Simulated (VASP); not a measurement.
# MnHg (Pm-3m) in VASP: further runs

The runs below take MnHg through single point, with r2SCAN.

Everything below comes from runs of VASP 6.6.1. Logs are shortened: lines on timing, memory, paths and dates and some standing lists are left out, and cuts for length are marked.

## Step 1: The crystal as given

Symmetry: Pm-3m, No. 221, cubic system. The conventional cell has a = 3.315 Å, b = 3.315 Å, c = 3.315 Å, α = 90.00°, β = 90.00°, γ = 90.00°. Around Hg (site symmetry m-3m) lie 8 Mn at 2.87 Å. Around Mn (site symmetry m-3m) lie 8 Hg at 2.87 Å.

## Step 2: Single point, r2SCAN, collinear spin, ferromagnetic start

INCAR

```
PREC = Accurate
ENCUT = 400
EDIFF = 1E-6
ISMEAR = 1
SIGMA = 0.15
LREAL = Auto
LASPH = True
NELM = 100
ALGO = Normal
ISIF = 2
LWAVE = False
LCHARG = False
ISPIN = 2
MAGMOM = 0 4
LORBIT = 11
LMAXMIX = 4
METAGGA = R2SCAN
LMIXTAU = True
NBANDS = 24
ADDGRID = False
```

KPOINTS

```
regular mesh
0
Gamma
  7 7 7
```

POSCAR

```
MnHg
1.0
    3.3150000000      0.0000000000      0.0000000000
    0.0000000000      3.3150000000      0.0000000000
    0.0000000000      0.0000000000      3.3150000000
Hg Mn
1 1
Direct
    0.0000000000      0.0000000000      0.0000000000
    0.5000000000      0.5000000000      0.5000000000
```

Potentials or basis: VASP PAW PBE potentials, release 64 (Hg, Mn_pv).

Started as:

```
> cat potpaw_PBE.64/Hg/POTCAR potpaw_PBE.64/Mn_pv/POTCAR > POTCAR
> mpirun -np 1 vasp_std > vasp.out
```

OUTCAR:

```text
PREC = Accurate
   ENCUT = 400
   EDIFF = 1E-6
   ISMEAR = 1
   LREAL = Auto
   LASPH = True
   NELM = 100
   ISIF = 2
   ISPIN = 2
   LORBIT = 11
   METAGGA = R2SCAN

 Found     20 irreducible k-points:

 Following reciprocal coordinates:
            Coordinates               Weight
  0.000000  0.000000  0.000000      1.000000
  0.142857  0.000000  0.000000      6.000000
  0.285714  0.000000  0.000000      6.000000
  0.428571  0.000000  0.000000      6.000000
  0.142857  0.142857  0.000000     12.000000
  0.285714  0.142857  0.000000     24.000000
   k-points           NKPTS =     20   k-points in BZ     NKDIM =     20   number of bands    NBANDS=     24
   number of dos      NEDOS =    301   number of ions     NIONS =      2
   total plane-waves  NPLWV =  13824
   dimension x,y,z NGX =    24 NGY =   24 NGZ =   24
   dimension x,y,z NGXF=    48 NGYF=   48 NGZF=   48
   ions per type =               1   1
   NGX,Y,Z   is equivalent  to a cutoff of  12.04, 12.04, 12.04 a.u.
   NGXF,Y,Z  is equivalent  to a cutoff of  24.07, 24.07, 24.07 a.u.
 SYSTEM =  unknown system
   PREC   = accura    normal or accurate (medium, high low for compatibility)
   ISTART =      0    job   : 0-new  1-cont  2-samecut
   ICHARG =      2    charge: 1-file 2-atom 10-const
   ISPIN  =      2    spin polarized calculation?
   LNONCOLLINEAR =      F non collinear calculations
   LSORBIT =      F    spin-orbit coupling
   LASPH  =      T    aspherical Exc in radial PAW
   ENCUT  =  400.0 eV  29.40 Ry    5.42 a.u.   5.41  5.41  5.41*2*pi/ulx,y,z
   NELM   =    100;   NELMIN=  2; NELMDL= -5     # of ELM steps
   EDIFF  = 0.1E-05   stopping-criterion for ELM
   LREAL  =      T    real-space projection
   EDIFFG = 0.1E-04   stopping-criterion for IOM
   NSW    =      0    number of steps for IOM
   IBRION =     -1    ionic relax: 0-MD 1-quasi-New 2-CG
   NFREE  =      0    steps in history (QN), initial steepest desc. (CG)
   ISIF   =      2    stress and relaxation
   ISYM   =      2    0-nonsym 1-usesym 2-fastsym
   POTIM  = 0.5000    time-step for ionic-motion
   TEBEG  =    0.0;   TEEND  =   0.0 temperature during run
   PSTRESS=    0.0 pullay stress
   NELECT =      25.0000    total number of electrons
   NUPDOWN=      -1.0000    fix difference up-down
   EMIN   =  10.00;   EMAX   =-10.00  energy-range for DOS
   EFERMI =   0.00;   METHOD = LEGACY
   ISMEAR =     1;   SIGMA  =   0.15  broadening in eV -4-tet -1-fermi 0-gaus
   EFERMI_NEDOS =   21; number of points for ismear=-14 and -15
   IALGO  =     38    algorithm
   IMIX   =      4    mixing-type and parameters
     AMIX     =   0.40;   BMIX     =  1.00
     AMIX_MAG =   1.60;   BMIX_MAG =  1.00
  volume/ion in A,a.u.               =      18.21       122.92
  Fermi-wavevector in a.u.,A,eV,Ry     =   1.444014  2.728790 28.370534  2.085175
  Thomas-Fermi vector in A             =   2.562356
   LORBIT       =     11    0 simple, 1 ext, 2 COOP (PROOUT), +10 PAW based schemes
   METAGGA = R2SCAN    functional components
   LHFCALC =     F    Hartree Fock is set to
   AEXX    =    0.0000 exact exchange contribution
   IVDW    =     0    specifies the selected vdW correction
   LEPSILON=     F    determine dielectric tensor
   LRPA    =     F    only Hartree local field effects (RPA)
 spin polarized calculation
 Methfessel and Paxton  Order N= 1 SIGMA  =   0.15
  energy-cutoff  :      400.00
  volume of cell :       36.43
 maximum number of plane-waves:       691
 NGX is ok and might be reduce to    24
   NGX = 11   NGY = 11   NGZ = 11

 number of electron      24.9999961 magnetization       3.9975189

 Free energy of the ion-electron system (eV)
  ---------------------------------------------------
  ext. energy  EPLUGINS =         0.00000000
  ---------------------------------------------------
  free energy    TOTEN  =       -64.03622602 eV

  energy without entropy =      -64.03329959  energy(sigma->0) =      -64.03525054

 E-fermi :   5.6512     XC(G=0): -12.6463

 val. band max:        5.5811632395   @ k =   0.4286   0.2857   0.0000
 cond. band min:       5.6708879924   @ k =   0.4286   0.2857   0.2857
 fundamental gap:      0.0897247529
 Fermi energy:         5.6512047292

 spin component 1

 k-point     1 :       0.0000    0.0000    0.0000
  band No.  band energies     occupation
      1     -47.2883      1.00000
      2     -47.2883      1.00000
      3     -47.2883      1.00000
      4      -4.5344      1.00000
      5      -3.1641      1.00000
      6      -3.1641      1.00000
[... 16 lines left out ...]
     23      23.2978      0.00000
     24      27.1527      0.00000

 k-point     2 :       0.1429    0.0000    0.0000
  band No.  band energies     occupation
      1     -47.2911      1.00000
      2     -47.2877      1.00000
      3     -47.2877      1.00000
      4      -4.2109      1.00000
      5      -3.1070      1.00000
      6      -3.0037      1.00000
[... 16 lines left out ...]
     23      23.0237      0.00000
     24      24.1316      0.00000

 k-point     3 :       0.2857    0.0000    0.0000
  band No.  band energies     occupation
      1     -47.2978      1.00000
      2     -47.2874      1.00000
      3     -47.2874      1.00000
      4      -3.4812      1.00000
      5      -2.9724      1.00000
      6      -2.3840      1.00000
[... 16 lines left out ...]
     23      20.8171      0.00000
     24      23.1610      0.00000

 k-point     4 :       0.4286    0.0000    0.0000
  band No.  band energies     occupation
      1     -47.3030      1.00000
      2     -47.2871      1.00000
      3     -47.2871      1.00000
      4      -3.0524      1.00000
      5      -2.8568      1.00000
      6      -2.2838      1.00000
[... 16 lines left out ...]
     23      19.6849      0.00000
     24      28.2515      0.00000

 k-point     5 :       0.1429    0.1429    0.0000
  band No.  band energies     occupation
      1     -47.2911      1.00000
      2     -47.2908      1.00000
      3     -47.2876      1.00000
      4      -3.9019      1.00000
      5      -3.0019      1.00000
      6      -2.9055      1.00000
[... 16 lines left out ...]
     23      23.2889      0.00000
     24      24.1357      0.00000

 k-point     6 :       0.2857    0.1429    0.0000
  band No.  band energies     occupation
      1     -47.2974      1.00000
      2     -47.2903      1.00000
      3     -47.2871      1.00000
      4      -3.2761      1.00000
      5      -2.8463      1.00000
      6      -2.5011      1.00000
[... 16 lines left out ...]
     23      23.1979      0.00000
     24      24.3067      0.00000

 [... further k-points ...]

 spin component 2

 k-point     1 :       0.0000    0.0000    0.0000
  band No.  band energies     occupation
      1     -41.6699      1.00000
      2     -41.6699      1.00000
      3     -41.6699      1.00000
      4      -4.6056      1.00000
      5      -3.1701      1.00000
      6      -3.1701      1.00000
[... 16 lines left out ...]
     23      23.3103      0.00000
     24      28.7223      0.00000

 k-point     2 :       0.1429    0.0000    0.0000
  band No.  band energies     occupation
      1     -41.6738      1.00000
      2     -41.6692      1.00000
      3     -41.6692      1.00000
      4      -4.2854      1.00000
      5      -3.1283      1.00000
      6      -3.0077      1.00000
[... 16 lines left out ...]
     23      23.2575      0.00000
     24      25.2515      0.00000

 k-point     3 :       0.2857    0.0000    0.0000
  band No.  band energies     occupation
      1     -41.6830      1.00000
      2     -41.6688      1.00000
      3     -41.6688      1.00000
      4      -3.6039      1.00000
      5      -3.0323      1.00000
      6      -2.3280      1.00000
[... 16 lines left out ...]
     23      21.8130      0.00000
     24      24.2048      0.00000

 k-point     4 :       0.4286    0.0000    0.0000
  band No.  band energies     occupation
      1     -41.6901      1.00000
      2     -41.6682      1.00000
      3     -41.6682      1.00000
      4      -3.2278      1.00000
      5      -2.9526      1.00000
      6      -2.2936      1.00000
[... 16 lines left out ...]
     23      19.6259      0.00000
     24      28.7644      0.00000

 k-point     5 :       0.1429    0.1429    0.0000
  band No.  band energies     occupation
      1     -41.6738      1.00000
      2     -41.6733      1.00000
      3     -41.6690      1.00000
      4      -3.9716      1.00000
      5      -3.0224      1.00000
      6      -2.9221      1.00000
[... 16 lines left out ...]
     23      23.4864      0.00000
     24      25.4878      0.00000

 k-point     6 :       0.2857    0.1429    0.0000
  band No.  band energies     occupation
      1     -41.6824      1.00000
      2     -41.6726      1.00000
      3     -41.6683      1.00000
      4      -3.3683      1.00000
      5      -2.8903      1.00000
      6      -2.4641      1.00000
[... 16 lines left out ...]
     23      24.2722      0.00000
     24      25.1866      0.00000

 [... further k-points ...]
[... 5 lines left out ...]
  --------------------------------------------------------------------------------------
  -------------------------------------------------------------------------------------
  Total       -0.0550213     -0.0550213     -0.0550213     -0.0000000      0.0000000     -0.0000000
  in kB       -2.4198629     -2.4198629     -2.4198629     -0.0000000      0.0000000     -0.0000000
  external PRESSURE =      -2.4198629 kB  Pullay stress =       0.0000000 kB

 VOLUME and BASIS-vectors are now :
 -----------------------------------------------------------------------------
  energy-cutoff  :      400.00
  volume of cell :       36.43
      direct lattice vectors                 reciprocal lattice vectors
     3.315000000  0.000000000  0.000000000     0.301659125  0.000000000  0.000000000
     0.000000000  3.315000000  0.000000000     0.000000000  0.301659125  0.000000000
     0.000000000  0.000000000  3.315000000     0.000000000  0.000000000  0.301659125

 POSITION                                       TOTAL-FORCE (eV/Angst)
 -----------------------------------------------------------------------------------
      0.00000      0.00000      0.00000         0.000000      0.000000      0.000000
      1.65750      1.65750      1.65750         0.000000      0.000000      0.000000
 -----------------------------------------------------------------------------------
    total drift:                                0.000000      0.000000     -0.000000

  FREE ENERGIE OF THE ION-ELECTRON SYSTEM (eV)
  ---------------------------------------------------
  free  energy   TOTEN  =       -64.0362260193 eV

  energy  without entropy=      -64.0332995944  energy(sigma->0) =      -64.03525054

 total charge

# of ion       s       p       d       tot
------------------------------------------
    1        0.828   0.552   9.239  10.618
    2        0.265   6.178   4.938  11.381
--------------------------------------------------
tot          1.092   6.730  14.177  21.999

 magnetization (x)

# of ion       s       p       d       tot
------------------------------------------
    1       -0.052  -0.105   0.048  -0.109
    2        0.025   0.013   4.010   4.048
--------------------------------------------------
tot         -0.028  -0.091   4.058   3.939
```

Run time: 67 s. Hardware: 1 thread of Intel Xeon Platinum 8488C (Sapphire Rapids), shared host; peak memory 0.17 GiB.

The run converged, but some of its settings lie outside the range that counts as converged, so its numbers aren't taken as properties of the crystal.

Results:

```yaml
Free_energy: -64.0362 eV
Pressure: -0.2 GPa
Band_gap_on_the_k_mesh: none (metal or under the smearing width)
Net_moment: 4.00 μB per cell
Site_moments: Hg -0.11; Mn +4.05 μB
Valence_electrons_inside_the_program's_atomic_spheres: Hg 10.62; Mn 11.38
```

Caveat: the PAW data sets were made with another functional, which shifts forces and pressure a little.

## Step 3: Single point, r2SCAN, collinear spin, ferromagnetic start

INCAR is that of step 2.

KPOINTS is that of step 2.

POSCAR

```
MnHg
1.0
    3.3150000000      0.0000000000      0.0000000000
    0.0000000000      3.3150000000      0.0000000000
    0.0000000000      0.0000000000      3.3150000000
Hg Mn
1 1
Direct
   -0.0058010000      0.0109980000     -0.0122330000
    0.5154140000      0.4990250000      0.4770600000
```

Potentials or basis: VASP PAW PBE potentials, release 64 (Hg, Mn_pv).

Started as:

```
> cat potpaw_PBE.64/Hg/POTCAR potpaw_PBE.64/Mn_pv/POTCAR > POTCAR
> mpirun -np 1 vasp_std > vasp.out
```

It took 8.5 min on 1 thread of Intel Xeon Platinum 8488C (Sapphire Rapids), shared host; peak memory 0.26 GiB.

These settings aren't checked as converged: the numbers below hold their error.

What came out:

```
Free energy                                           : -64.0231 eV
Pressure                                              : -0.1 GPa
Largest force                                         : 0.294 eV/Å
Band gap on the k mesh                                : none (metal or under the smearing width)
Net moment                                            : 4.00 μB per cell
Site moments                                          : Hg -0.11; Mn +4.05 μB
Valence electrons inside the program's atomic spheres : Hg 10.62; Mn 11.38
```

Caveat: the PAW data sets were made with another functional, which shifts forces and pressure a little.

## Step 4: Single point, r2SCAN, collinear spin, ferromagnetic start

Changes to INCAR since step 3:

```diff
@@ -2,6 +2,6 @@
 ENCUT = 400
-EDIFF = 1E-6
+EDIFF = 0.01
 ISMEAR = 1
 SIGMA = 0.15
-LREAL = Auto
+LREAL = False
 LASPH = True
```

KPOINTS is that of step 3.

POSCAR

```
MnHg
1.0
    3.3150000000      0.0000000000      0.0000000000
    0.0000000000      3.3150000000      0.0000000000
    0.0000000000      0.0000000000      3.3150000000
Hg Mn
1 1
Direct
    0.0000000000      0.0000000000      0.0000000000
    0.5000000000      0.5000000000      0.5000000000
```

Started as:

```
> cat potpaw_PBE.64/Hg/POTCAR potpaw_PBE.64/Mn_pv/POTCAR > POTCAR
> mpirun -np 1 vasp_std > vasp.out
```

Run time: 31 s. Hardware: 1 thread of Intel Xeon Platinum 8488C (Sapphire Rapids), shared host; peak memory 0.16 GiB.

These settings aren't checked as converged: the numbers below hold their error.

What came out:

| Quantity | Value |
| --- | --- |
| Free energy | -64.0350 eV |
| Pressure | -3.5 GPa |
| Band gap on the k mesh | none (metal or under the smearing width) |
| Net moment | 4.02 μB per cell |
| Site moments | Hg -0.11; Mn +4.05 μB |
| Valence electrons inside the program's atomic spheres | Hg 10.62; Mn 11.38 |

Caveat: the PAW data sets were made with another functional, which shifts forces and pressure a little.

## Step 5: Single point, r2SCAN, collinear spin, ferromagnetic start

INCAR is that of step 4.

KPOINTS is that of step 4.

POSCAR

```
MnHg
1.0
    3.3150000000      0.0000000000      0.0000000000
    0.0000000000      3.3150000000      0.0000000000
    0.0000000000      0.0000000000      3.3150000000
Hg Mn
1 1
Direct
   -0.0058010000      0.0109980000     -0.0122330000
    0.5154140000      0.4990250000      0.4770600000
```

Potentials or basis: VASP PAW PBE potentials, release 64 (Hg, Mn_pv).

Started as:

```
> cat potpaw_PBE.64/Hg/POTCAR potpaw_PBE.64/Mn_pv/POTCAR > POTCAR
> mpirun -np 1 vasp_std > vasp.out
```

OUTCAR:

```text
PREC = Accurate
   ENCUT = 400
   EDIFF = 0.01
   ISMEAR = 1
   LREAL = False
   LASPH = True
   NELM = 100
   ISIF = 2
   ISPIN = 2
   LORBIT = 11
   METAGGA = R2SCAN

 Found    172 irreducible k-points:

 Following reciprocal coordinates:
            Coordinates               Weight
  0.000000  0.000000  0.000000      1.000000
  0.142857  0.000000  0.000000      2.000000
  0.000000  0.142857  0.000000      2.000000
  0.000000  0.000000  0.142857      2.000000
  0.285714  0.000000  0.000000      2.000000
  0.000000  0.285714  0.000000      2.000000
   k-points           NKPTS =    172   k-points in BZ     NKDIM =    172   number of bands    NBANDS=     24
   number of dos      NEDOS =    301   number of ions     NIONS =      2
   total plane-waves  NPLWV =  13824
   dimension x,y,z NGX =    24 NGY =   24 NGZ =   24
   dimension x,y,z NGXF=    48 NGYF=   48 NGZF=   48
   ions per type =               1   1
   NGX,Y,Z   is equivalent  to a cutoff of  12.04, 12.04, 12.04 a.u.
   NGXF,Y,Z  is equivalent  to a cutoff of  24.07, 24.07, 24.07 a.u.
[... 240 lines left out ...]
      4      -4.5952      1.00000
      5      -3.1511      1.00000
      6      -3.1484      1.00000
[... 151 lines left out ...]
     23      21.8998      0.00000
     24      24.2139      0.00000

 [... further k-points ...]

------------------------ aborting loop because EDIFF is reached ----------------------------------------

  FORCE on cell =-STRESS in cart. coord.  units (eV):
  Direction    XX          YY          ZZ          XY          YZ          ZX
  --------------------------------------------------------------------------------------
  -------------------------------------------------------------------------------------
  Total       -0.7773349     -0.7313715     -0.7277236     -0.0430938      0.0208101     -0.0425588
  in kB      -34.1875620    -32.1660717    -32.0056366     -1.8952850      0.9152377     -1.8717559
  external PRESSURE =     -32.7864234 kB  Pullay stress =       0.0000000 kB

 VOLUME and BASIS-vectors are now :
 -----------------------------------------------------------------------------
  energy-cutoff  :      400.00
  volume of cell :       36.43
      direct lattice vectors                 reciprocal lattice vectors
     3.315000000  0.000000000  0.000000000     0.301659125  0.000000000  0.000000000
     0.000000000  3.315000000  0.000000000     0.000000000  0.301659125  0.000000000
     0.000000000  0.000000000  3.315000000     0.000000000  0.000000000  0.301659125

 POSITION                                       TOTAL-FORCE (eV/Angst)
 -----------------------------------------------------------------------------------
      3.29577      0.03646      3.27445         0.222365     -0.134851     -0.123092
      1.70860      1.65427      1.58145        -0.222365      0.134851      0.123092
 -----------------------------------------------------------------------------------
    total drift:                                0.028228     -0.001190      0.003788

  FREE ENERGIE OF THE ION-ELECTRON SYSTEM (eV)
  ---------------------------------------------------
  free  energy   TOTEN  =       -64.0219246426 eV

  energy  without entropy=      -64.0186078147  energy(sigma->0) =      -64.02081903

 total charge

# of ion       s       p       d       tot
------------------------------------------
    1        0.830   0.553   9.237  10.620
    2        0.265   6.180   4.936  11.381
--------------------------------------------------
tot          1.096   6.732  14.173  22.001

 magnetization (x)

# of ion       s       p       d       tot
------------------------------------------
    1       -0.053  -0.104   0.049  -0.107
    2        0.025   0.014   4.011   4.050
--------------------------------------------------
tot         -0.028  -0.090   4.061   3.943
```

Run time: 3.6 min. Hardware: 1 thread of Intel Xeon Platinum 8488C (Sapphire Rapids), shared host; peak memory 0.27 GiB.

The run converged, but some of its settings lie outside the range that counts as converged, so its numbers aren't taken as properties of the crystal.

Results:

```yaml
Free_energy: -64.0219 eV
Pressure: -3.3 GPa
Largest_force: 0.288 eV/Å
Band_gap_on_the_k_mesh: none (metal or under the smearing width)
Net_moment: 4.02 μB per cell
Site_moments: Hg -0.11; Mn +4.05 μB
Valence_electrons_inside_the_program's_atomic_spheres: Hg 10.62; Mn 11.38
```

Caveat: the PAW data sets were made with another functional, which shifts forces and pressure a little.

## Step 6: For comparison

An earlier run on the cell as given: functional PBE; potentials or basis VASP PAW PBE potentials, release 64 (Hg, Mn_pv); cutoff 520 eV; k mesh 8 × 8 × 8; occupations fermi-dirac, width 0.05 eV; collinear spin, ferromagnetic start; starting moments [0.0, 4.0] μB.

* Pressure: 1.0 GPa
* Band gap on the k mesh: none (metal or under the smearing width)
* Net moment: 3.91 μB per cell
* Site moments: Hg -0.06; Mn +3.83 μB
* Valence electrons inside the program's atomic spheres: Hg 10.59; Mn 11.40
